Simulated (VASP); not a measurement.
All values below come from PBE GGA, VASP's PBE PAW potentials (set 64) (plane waves; VASP).

The input files of a VASP run:

### INCAR
```
ALGO = Normal
EDIFF = 1E-6
EDIFFG = -0.02
ENCUT = 520
GGA = PE
IBRION = 2
ISIF = 3
ISMEAR = 0
LASPH = .TRUE.
LCHARG = .FALSE.
LMAXMIX = 4
LREAL = .FALSE.
LWAVE = .FALSE.
NELM = 100
NSW = 60
PREC = Accurate
SIGMA = 0.05
SYSTEM = PbO2
```

### KPOINTS
```
Automatic mesh
0
Gamma
4 4 6
0 0 0
```

### POSCAR
```
PbO2
1
    5.0626456736    -0.0000000000     0.0000000000
   -0.0000000000     5.0626456736     0.0000000000
    0.0000000000     0.0000000000     3.4610091125
Pb O
2 4
Direct
  1.0000000000   0.0000000000   0.0000000000
  0.5000000000   0.5000000000   0.5000000000
  0.3074875228   0.3074875228   1.0000000000
  0.8074875228   0.1925124772   0.5000000000
  0.1925124772   0.8074875228   0.5000000000
  0.6925124772   0.6925124772   0.0000000000
```

POTCAR, in this order: Pb_d O (PBE.64 set). Program: vasp_std.

The run wrote:

**OSZICAR**
```
       N       E                     dE             d eps       ncg     rms          rms(c)
DAV:   1     0.677016205617E+03    0.67702E+03   -0.26311E+04  1488   0.201E+03
DAV:   2     0.561353390751E+02   -0.62088E+03   -0.59993E+03  1642   0.538E+02
DAV:   3    -0.337995104946E+02   -0.89935E+02   -0.87102E+02  1917   0.226E+02
DAV:   4    -0.373705900362E+02   -0.35711E+01   -0.35590E+01  1787   0.494E+01
DAV:   5    -0.375059115703E+02   -0.13532E+00   -0.13529E+00  2003   0.895E+00    0.139E+01
DAV:   6    -0.319092104969E+02    0.55967E+01   -0.26353E+01  2310   0.556E+01    0.472E+00
DAV:   7    -0.319048299435E+02    0.43806E-02   -0.17577E+00  1817   0.109E+01    0.277E+00
DAV:   8    -0.318997960193E+02    0.50339E-02   -0.48651E-01  2320   0.642E+00    0.120E+00
DAV:   9    -0.318705691596E+02    0.29227E-01   -0.12311E-01  2432   0.417E+00    0.137E-01
DAV:  10    -0.318723864225E+02   -0.18173E-02   -0.10983E-02  1635   0.625E-01    0.105E-01
DAV:  11    -0.318723582746E+02    0.28148E-04   -0.31159E-04  2342   0.196E-01    0.455E-02
DAV:  12    -0.318723378585E+02    0.20416E-04   -0.84300E-05  2027   0.603E-02    0.103E-02
DAV:  13    -0.318723381984E+02   -0.33986E-06   -0.53934E-06  1900   0.210E-02
   1 F= -.31872338E+02 E0= -.31872306E+02  d E =-.318723E+02
       N       E                     dE             d eps       ncg     rms          rms(c)
DAV:   1    -0.318744143483E+02   -0.20765E-02   -0.22548E-01  1526   0.366E+00    0.241E-01
DAV:   2    -0.318737816990E+02    0.63265E-03   -0.94587E-03  1912   0.897E-01    0.132E-01
DAV:   3    -0.318731625534E+02    0.61915E-03   -0.11050E-03  2261   0.484E-01    0.339E-02
DAV:   4    -0.318731529014E+02    0.96521E-05   -0.23638E-04  2218   0.122E-01    0.115E-02
DAV:   5    -0.318731500953E+02    0.28061E-05   -0.12259E-05  2093   0.499E-02    0.342E-03
DAV:   6    -0.318731499546E+02    0.14074E-06   -0.91534E-07  1066   0.929E-03
   2 F= -.31873150E+02 E0= -.31873118E+02  d E =-.811756E-03
```

**OUTCAR**
```
------------------------ aborting loop because EDIFF is reached ----------------------------------------
  FORCE on cell =-STRESS in cart. coord.  units (eV):
  Direction    XX          YY          ZZ          XY          YZ          ZX
  --------------------------------------------------------------------------------------
  Total        0.1189541      0.1189541     -0.1012369     -0.0000000      0.0000000      0.0000000
  in kB        2.1468346      2.1468346     -1.8270824     -0.0000000      0.0000000      0.0000000
  external PRESSURE =       0.8221956 kB  Pullay stress =       0.0000000 kB
  volume of cell :       88.78
      direct lattice vectors                 reciprocal lattice vectors
     5.068793491 -0.000000000  0.000000000     0.197285607  0.000000000  0.000000000
    -0.000000000  5.068793491  0.000000000     0.000000000  0.197285607  0.000000000
     0.000000000  0.000000000  3.455271564     0.000000000  0.000000000  0.289412853
 POSITION                                       TOTAL-FORCE (eV/Angst)
 -----------------------------------------------------------------------------------
      5.06879     -0.00000      0.00000         0.000000     -0.000000      0.000000
      2.53440      2.53440      1.72764         0.000000     -0.000000      0.000000
      1.56007      1.56007      0.00000         0.010621      0.010621     -0.000000
      4.09447      0.97433      1.72764         0.010621     -0.010621      0.000000
      0.97433      4.09447      1.72764        -0.010621      0.010621     -0.000000
      3.50872      3.50872      3.45527        -0.010621     -0.010621      0.000000
 -----------------------------------------------------------------------------------
    total drift:                               -0.000000     -0.000000     -0.000000
  FREE ENERGIE OF THE ION-ELECTRON SYSTEM (eV)
  ---------------------------------------------------
  free  energy   TOTEN  =       -31.8731499546 eV

  energy  without entropy=      -31.8730854109  energy(sigma->0) =      -31.87311768

 reached required accuracy - stopping structural energy minimisation
```
(Selected blocks of OUTCAR.)

### CONTCAR
```
PbO2
   1.00000000000000
     5.0687934914742447   -0.0000000000000000    0.0000000000000000
    -0.0000000000000000    5.0687934914742447    0.0000000000000000
     0.0000000000000000    0.0000000000000000    3.4552715644029561
  Pb              O
     2     4
Direct
     1.0000000000000000    0.0000000000000000    0.0000000000000000
     0.5000000000000000    0.5000000000000000    0.5000000000000000
     0.3077796410158202    0.3077796410158202    0.0000000000000000
     0.8077796410158202    0.1922203589841798    0.5000000000000000
     0.1922203589841798    0.8077796410158202    0.5000000000000000
     0.6922203589841798    0.6922203589841798    1.0000000000000000
```

The compound is PbO2 in the rutile structure. This run relaxes it. Symmetry was kept, so distortions that lower it aren't found. The start is the result of an earlier pass.
